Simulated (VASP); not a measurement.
Data:

```yaml
crystal:
  lattice:
    - [4.11959, 0.00000, 0.00000]
    - [0.00000, 4.11959, 0.00000]
    - [0.00000, 0.00000, 4.11959]
  atoms:
    - { symbol: K, position: [0.00000, 0.00000, 0.00000] }
    - { symbol: Zn, position: [0.50000, 0.50000, 0.50000] }
    - { symbol: F, position: [0.50000, 0.00000, 0.50000] }
    - { symbol: F, position: [0.00000, 0.50000, 0.50000] }
    - { symbol: F, position: [0.50000, 0.50000, 0.00000] }
```

All values below come from PBE GGA with D3 dispersion (zero damping), VASP's PBE PAW potentials (set 64) (plane waves; VASP). Run with 520 eV cut-off, 6×6×6 Γ-centred mesh, Gaussian smearing of 0.050 eV, potentials K_sv Zn F.

What does the run give for the energy per atom (σ→0), band gap (on the k-mesh) with the smallest direct gap where there is one?

```yaml
band gap (on the k-mesh): 3.67 eV
smallest direct gap (on the k-mesh): 5.23 eV
energy per atom (σ→0): -4.233 eV/atom
```

The compound is KZnF3 in the cubic perovskite structure. It was relaxed first, which changed the volume by +5 %.
